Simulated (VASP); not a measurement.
Method: revPBE GGA, VASP's PBE PAW potentials (set 64) (plane waves; VASP).

VASP ran on this input.

KPOINTS:
```
Automatic mesh
0
Gamma
8 8 8
0 0 0
```

File POSCAR:
```
CdTe
1
    0.0000000000     3.3495237603     3.3495237603
    3.3495237603     0.0000000000     3.3495237603
    3.3495237603     3.3495237603     0.0000000000
Cd Te
1 1
Direct
  1.0000000000   0.0000000000   1.0000000000
  0.2500000000   0.2500000000   0.2500000000
```

### INCAR
```
SYSTEM = CdTe
PREC = Accurate
ENCUT = 520
EDIFF = 1E-7
NELM = 100
ALGO = Normal
LREAL = .FALSE.
LASPH = .TRUE.
ISMEAR = -5
GGA = RE
LMAXMIX = 4
LWAVE = .FALSE.
LCHARG = .TRUE.
LORBIT = 11
NEDOS = 601
ISIF = 2
```

POTCAR, in this order: Cd Te (PBE.64 set). Program: vasp_std.

Output of the run:

### OSZICAR
```
       N       E                     dE             d eps       ncg     rms          rms(c)
DAV:   1     0.100295524451E+03    0.10030E+03   -0.82060E+03   754   0.118E+03
DAV:   2    -0.292969423291E+00   -0.10059E+03   -0.97319E+02   839   0.270E+02
DAV:   3    -0.444687081401E+01   -0.41539E+01   -0.41443E+01   914   0.580E+01
DAV:   4    -0.448891127570E+01   -0.42040E-01   -0.42036E-01  1048   0.508E+00
DAV:   5    -0.448914668761E+01   -0.23541E-03   -0.23541E-03   899   0.316E-01    0.488E+00
DAV:   6    -0.427052566150E+01    0.21862E+00   -0.44941E-01   859   0.796E+00    0.402E+00
DAV:   7    -0.425847376337E+01    0.12052E-01   -0.12317E-01   849   0.250E+00    0.159E+00
DAV:   8    -0.426120798957E+01   -0.27342E-02   -0.10612E-02   784   0.137E+00    0.464E-01
DAV:   9    -0.426217083913E+01   -0.96285E-03   -0.15679E-03   844   0.404E-01    0.943E-02
DAV:  10    -0.426232686620E+01   -0.15603E-03   -0.17507E-04   829   0.135E-01    0.557E-02
DAV:  11    -0.426245823982E+01   -0.13137E-03   -0.29148E-04   764   0.104E-01    0.378E-02
DAV:  12    -0.426245759453E+01    0.64529E-06   -0.44722E-06   920   0.171E-02    0.235E-02
DAV:  13    -0.426245862534E+01   -0.10308E-05   -0.24892E-06   784   0.891E-03    0.147E-02
DAV:  14    -0.426245973165E+01   -0.11063E-05   -0.34429E-06   779   0.108E-02    0.857E-03
DAV:  15    -0.426245986524E+01   -0.13359E-06   -0.50449E-08   622   0.191E-03    0.584E-03
DAV:  16    -0.426246012935E+01   -0.26411E-06   -0.11504E-07   640   0.202E-03    0.519E-04
DAV:  17    -0.426246014551E+01   -0.16164E-07   -0.12325E-08   412   0.683E-04
   1 F= -.42624601E+01 E0= -.42624601E+01  d E =0.000000E+00
```

OUTCAR:
```
------------------------ aborting loop because EDIFF is reached ----------------------------------------
  FORCE on cell =-STRESS in cart. coord.  units (eV):
  Direction    XX          YY          ZZ          XY          YZ          ZX
  --------------------------------------------------------------------------------------
  Total       -0.0123077     -0.0123077     -0.0123077      0.0000000     -0.0000000      0.0000000
  in kB       -0.2623659     -0.2623659     -0.2623659      0.0000000     -0.0000000      0.0000000
  external PRESSURE =      -0.2623659 kB  Pullay stress =       0.0000000 kB
  volume of cell :       75.16
      direct lattice vectors                 reciprocal lattice vectors
     0.000000000  3.349523760  3.349523760    -0.149274952  0.149274952  0.149274952
     3.349523760  0.000000000  3.349523760     0.149274952 -0.149274952  0.149274952
     3.349523760  3.349523760  0.000000000     0.149274952  0.149274952 -0.149274952
  FREE ENERGIE OF THE ION-ELECTRON SYSTEM (eV)
  ---------------------------------------------------
  free  energy   TOTEN  =        -4.2624601455 eV

  energy  without entropy=       -4.2624601455  energy(sigma->0) =       -4.26246015

 total charge

# of ion       s       p       d       tot
------------------------------------------
    1        0.454   0.263   9.539  10.256
    2        1.352   2.028   0.016   3.396
--------------------------------------------------
tot          1.806   2.291   9.554  13.652
```
(Selected blocks of OUTCAR.)

The compound is CdTe in the zinc blende structure. It was relaxed first, which changed the volume by +10 %.
